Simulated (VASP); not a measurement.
Here is the system:

```
TiSe
1.0
    4.31588     0.00000     0.00000
   -2.15794     3.73767     0.00000
    0.00000     0.00000     7.06842
Ti Se
2 2
Direct
  0.66667   0.33333   0.00000
  0.33333   0.66667   0.50000
  0.66667   0.33333   0.62520
  0.33333   0.66667   0.12520
```

Method: PBE GGA, VASP's PBE PAW potentials (set 64) (plane waves; VASP 6.6.1). Numerical set-up: 400 eV cut-off, KSPACING 0.35 per Å, Gaussian smearing of 0.050 eV, potentials Ti_sv Se.

Q: Which forces act on the atoms, in eV/Å?

A: 
```json
[
 {"atom": "Ti1", "Fx": "0.000", "Fy": "0.000", "Fz": "-0.279"},
 {"atom": "Ti2", "Fx": "0.000", "Fy": "0.000", "Fz": "-0.279"},
 {"atom": "Se3", "Fx": "0.000", "Fy": "0.000", "Fz": "0.279"},
 {"atom": "Se4", "Fx": "0.000", "Fy": "0.000", "Fz": "0.279"}
]
```

Q: Give the stress tensor in GPa (positive for a compressed cell).

A: 
```
-8.65   0.00   0.00
 0.00  -8.65   0.00
 0.00   0.00  -8.30
```
The pressure is its mean diagonal, -8.53 GPa.

The structure was generated: TiSe was put into the wurtzite type (P6_3mc), which need not be its known phase. The cell was not relaxed at this level. The run is one of a series of settings (KGAMMA = .TRUE., KSPACING = 0.35, KPOINTS file removed against the base run), some of them coarse on purpose.
